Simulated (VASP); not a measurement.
An input for Ansatz (written as the equivalent of a VASP run, and not itself run):

Ansatz 0.2 input:
```yaml
crystal:
  lattice:
    - [0.0000000, 1.7600000, 1.7600000]
    - [1.7600000, 0.0000000, 1.7600000]
    - [1.7600000, 1.7600000, 0.0000000]
  atoms:
    - { symbol: Ni, position: [0.0000000, 0.0000000, 0.0000000], spin: 0.8 }
kpoints:
  mp_grid: { grid: [16, 16, 16] }
hamiltonian:
  xc: pbe
  pseudopotentials: { kind: paw }
magnetization: { spin_polarized: true }
scf:
  occupations: { method: methfessel_paxton, width: 0.1 }
  max_iter: 100
output: { forces: true, stress: true, eigenvalues: true }
```

Translate this input to VASP (INCAR, KPOINTS, POSCAR, choice of POTCAR).

Several could match; the one computed here: 
### KPOINTS
```
K-points
0
Gamma
  16 16 16
0 0 0
```

**INCAR**
```
MAGMOM = 0.8
LMAXMIX = 4   # l cut-off of mixed one-centre charges
ENCUT = 400   # plane-wave cut-off (eV)
ISPIN = 2   # spin-polarised
SYSTEM = Ni
LASPH = .TRUE.   # aspherical one-centre terms
LCHARG = .FALSE.
GGA = PE   # PBE
NELM = 100   # most electronic steps
EDIFF = 1E-6
LWAVE = .FALSE.
PREC = Low
LORBIT = 10
ISMEAR = 1   # Methfessel-Paxton
LREAL = .FALSE.   # projection in real space or not
ALGO = Normal
ISIF = 2
SIGMA = 0.1   # width (eV)
```

File POSCAR:
```
Ni
1
    0.0000000000     1.7600000000     1.7600000000
    1.7600000000     0.0000000000     1.7600000000
    1.7600000000     1.7600000000     0.0000000000
Ni
1
Direct
  0.0000000000   0.0000000000   0.0000000000
```

POTCAR, in this order: Ni (PBE.64 set). Program: vasp_std.

The two are equivalent in intent, not identical: each code has its own PAW files, so the cut-off isn't converted (ENCUT is set for VASP's; basis.ecutwfc is left out, and Ansatz then takes the one that its files recommend); Ansatz stops its SCF on the density residual and VASP on the energy change (EDIFF).

The compound is Ni in the fcc structure. The cell was not relaxed at this level. The run is one of a series of settings (PREC = Low against the base run), some of them coarse on purpose.
